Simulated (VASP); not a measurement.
The cell holds one Tl (hcp) (1 0 -1 0) slab, with vacuum along c, ions free to move until forces fall under 0.03 eV/Å, no reconstruction beyond this cell, dipole correction on.

Data:

```yaml
crystal:
  lattice:
    - [5.57299, 0.00000, 0.00000]
    - [0.00000, 3.43404, 0.00000]
    - [0.00000, 0.00000, 26.78335]
  atoms:
    - { symbol: Tl, position: [0.25000, 0.50000, 0.35050] }
    - { symbol: Tl, position: [0.75000, 0.00000, 0.31782] }
    - { symbol: Tl, position: [0.25000, 0.00000, 0.46300] }
    - { symbol: Tl, position: [0.75000, 0.50000, 0.42709] }
    - { symbol: Tl, position: [0.25000, 0.50000, 0.57291] }
    - { symbol: Tl, position: [0.75000, 0.00000, 0.53700] }
    - { symbol: Tl, position: [0.25000, 0.00000, 0.68218] }
    - { symbol: Tl, position: [0.75000, 0.50000, 0.64950] }
```

These are PBEsol GGA, VASP's PBE PAW potentials (set 64) (plane waves; VASP) values and carry that method's errors. Run with 400 eV cut-off, 5×8×1 Γ-centred mesh, first-order Methfessel-Paxton smearing of 0.10 eV, potentials Tl_d.

Slab and bulk use different k-meshes, so the surface energy is good to a few per cent at best. Unless said otherwise, spin-orbit coupling is left out, though it shifts the bands of the heavy elements here.

```
Item                                                        Result
------------------------  ----------------------------------------
surface energy                                          0.34 J/m^2
work function                                              3.63 eV
band gap (on the k-mesh)  none (metal, semimetal or under 0.01 eV)
```

The cell is a thin slab with vacuum, built from Tl (hcp): (100) face.
